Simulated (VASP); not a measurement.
Method: revTPSS meta-GGA, VASP's PBE PAW potentials (set 64) (plane waves; VASP).

Input for VASP

**INCAR**
```
# general
SYSTEM   =  Al
PREC     =  Accurate
ENCUT    =  520   # plane-wave cut-off (eV)
LREAL    =  .FALSE.   # projection in real space or not
LASPH    =  .TRUE.   # aspherical one-centre terms

# electronic loop
EDIFF    =  1E-7
NELM     =  100
ALGO     =  Normal
LMIXTAU  =  .TRUE.

# smearing
ISMEAR   =  1   # Methfessel-Paxton
SIGMA    =  0.1

# functional
METAGGA  =  RTPSS

# ions
ISIF     =  2   # forces and stress, cell fixed

# output
LWAVE    =  .FALSE.
LCHARG   =  .FALSE.
```

**POSCAR**
```
Al
1
    0.0000000000     2.0209625231     2.0209625231
    2.0209625231     0.0000000000     2.0209625231
    2.0209625231     2.0209625231     0.0000000000
Al
1
Direct
  0.0000000000   0.0000000000   0.0000000000
```

File KPOINTS:
```
Automatic mesh
0
Gamma
  16 16 16
```

POTCAR, in this order: Al (PBE.64 set). Program: vasp_std.

The resulting files:

File OSZICAR:
```
       N       E                     dE             d eps       ncg     rms          rms(c)
DAV:   1     0.232207997863E+02    0.23221E+02   -0.16715E+03  2125   0.100E+03
DAV:   2     0.124364240073E+02   -0.10784E+02   -0.10099E+02  2895   0.193E+02
DAV:   3     0.118564307481E+02   -0.57999E+00   -0.57139E+00  2860   0.480E+01
DAV:   4     0.118139483968E+02   -0.42482E-01   -0.42460E-01  2890   0.135E+01
DAV:   5     0.118095762058E+02   -0.43722E-02   -0.43726E-02  2900   0.461E+00    0.224E+00
DAV:   6    -0.532359023631E+01   -0.17133E+02   -0.35644E+01  1455   0.590E+01    0.210E+00
DAV:   7    -0.533179000741E+01   -0.81998E-02   -0.77916E-02  2260   0.280E+00    0.322E+00
DAV:   8    -0.532586265978E+01    0.59273E-02   -0.12887E-03  1640   0.551E-01    0.413E+00
DAV:   9    -0.531334289755E+01    0.12520E-01   -0.24684E-02  1680   0.158E+00    0.136E+01
DAV:  10    -0.530943038166E+01    0.39125E-02   -0.24394E-02  1645   0.176E+00    0.129E+01
DAV:  11    -0.531235246398E+01   -0.29221E-02   -0.25804E-04  1835   0.208E-01    0.121E+01
DAV:  12    -0.531090074968E+01    0.14517E-02   -0.61074E-04  1810   0.247E-01    0.896E+00
DAV:  13    -0.530846980801E+01    0.24309E-02   -0.55190E-04  1620   0.238E-01    0.719E+00
DAV:  14    -0.530696853778E+01    0.15013E-02   -0.74893E-04  1690   0.356E-01    0.454E+00
DAV:  15    -0.530603351754E+01    0.93502E-03   -0.99053E-04  1530   0.412E-01    0.198E+00
DAV:  16    -0.530628926798E+01   -0.25575E-03   -0.44724E-04  1645   0.291E-01    0.556E-01
DAV:  17    -0.530644318934E+01   -0.15392E-03   -0.10657E-04  1495   0.157E-01    0.140E-01
DAV:  18    -0.530645930848E+01   -0.16119E-04   -0.24444E-05  1570   0.777E-02    0.101E-02
DAV:  19    -0.530648178518E+01   -0.22477E-04   -0.56804E-06  1510   0.386E-02    0.179E-02
DAV:  20    -0.530648366090E+01   -0.18757E-05   -0.80744E-07  1645   0.978E-03    0.955E-03
DAV:  21    -0.530648348421E+01    0.17669E-06   -0.17720E-07  1560   0.429E-03    0.131E-03
DAV:  22    -0.530648404525E+01   -0.56104E-06   -0.11229E-07  1480   0.452E-03    0.191E-04
DAV:  23    -0.530648406253E+01   -0.17286E-07   -0.14780E-09   775   0.543E-04
   1 F= -.53064841E+01 E0= -.53065960E+01  d E =0.335746E-03
```

**OUTCAR**
```
------------------------ aborting loop because EDIFF is reached ----------------------------------------
  FORCE on cell =-STRESS in cart. coord.  units (eV):
  Direction    XX          YY          ZZ          XY          YZ          ZX
  --------------------------------------------------------------------------------------
  Total       -0.2248111     -0.2248111     -0.2248111      0.0000000      0.0000000      0.0000000
  in kB      -21.8184305    -21.8184305    -21.8184305      0.0000000      0.0000000      0.0000000
  external PRESSURE =     -21.8184305 kB  Pullay stress =       0.0000000 kB
  volume of cell :       16.51
      direct lattice vectors                 reciprocal lattice vectors
     0.000000000  2.020962523  2.020962523    -0.247406864  0.247406864  0.247406864
     2.020962523  0.000000000  2.020962523     0.247406864 -0.247406864  0.247406864
     2.020962523  2.020962523  0.000000000     0.247406864  0.247406864 -0.247406864
 POSITION                                       TOTAL-FORCE (eV/Angst)
 -----------------------------------------------------------------------------------
      0.00000      0.00000      0.00000         0.000000      0.000000      0.000000
 -----------------------------------------------------------------------------------
    total drift:                                0.000000     -0.000000      0.000000
  FREE ENERGIE OF THE ION-ELECTRON SYSTEM (eV)
  ---------------------------------------------------
  free  energy   TOTEN  =        -5.3064840625 eV

  energy  without entropy=       -5.3068198083  energy(sigma->0) =       -5.30659598
```
(Selected blocks of OUTCAR.)

The compound is Al in the fcc structure. This cell is one point of a volume scan, at 1.03 of the reference volume.
